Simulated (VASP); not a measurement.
Method: PBE GGA with D3 dispersion (zero damping), VASP's PBE PAW potentials (set 64) (plane waves; VASP).

The input files of a VASP run:

File POSCAR:
```
WSe2
1.0
  1.6454398877  -2.8499851586   0.0000000000
  1.6454398877   2.8499851586   0.0000000000
  0.0000000000   0.0000000000  13.0234064155
W Se
2 4
Direct
  0.3333330000   0.6666670000   0.2500000000
  0.6666670000   0.3333330000   0.7500000000
  0.3333330000   0.6666670000   0.8793545655
  0.6666670000   0.3333330000   0.3793545655
  0.6666670000   0.3333330000   0.1206454345
  0.3333330000   0.6666670000   0.6206454345
```

**INCAR**
```
! general
SYSTEM  = WSe2
PREC    = Accurate
ENCUT   = 520   ! plane-wave cut-off (eV)
LREAL   = .False.   ! projection in real space or not
LASPH   = .True.   ! aspherical one-centre terms

! electronic loop
EDIFF   = 1E-7   ! SCF stop (eV)
NELM    = 100
ALGO    = Normal
LMAXMIX = 6   ! l cut-off of mixed one-centre charges

! smearing
ISMEAR  = -5   ! tetrahedra, Bloechl

! functional
GGA     = PE   ! PBE
IVDW    = 11   ! D3, zero damping

! ions
ISIF    = 2   ! forces and stress, cell fixed

! output
LWAVE   = .False.
LCHARG  = .True.
LORBIT  = 11
NEDOS   = 601
```

KPOINTS:
```
Regular mesh
0
gamma
  9 9 2
```

POTCAR, in this order: W_sv Se (PBE.64 set). Program: vasp_std.

**Question.** What will the output report for the number of irreducible k-points (NKPTS), largest plane-wave count, number of space-group operations, FFT grid (NGX, NGY, NGZ)?

**Answer.** 
```
Quantity                                      Result
--------------------------------------  ------------
number of irreducible k-points (NKPTS)            24
largest plane-wave count                        3324
number of space-group operations                  24
FFT grid (NGX, NGY, NGZ)                24 × 24 × 98
```

The compound is WSe2 in the 2H layered structure. It was relaxed first.
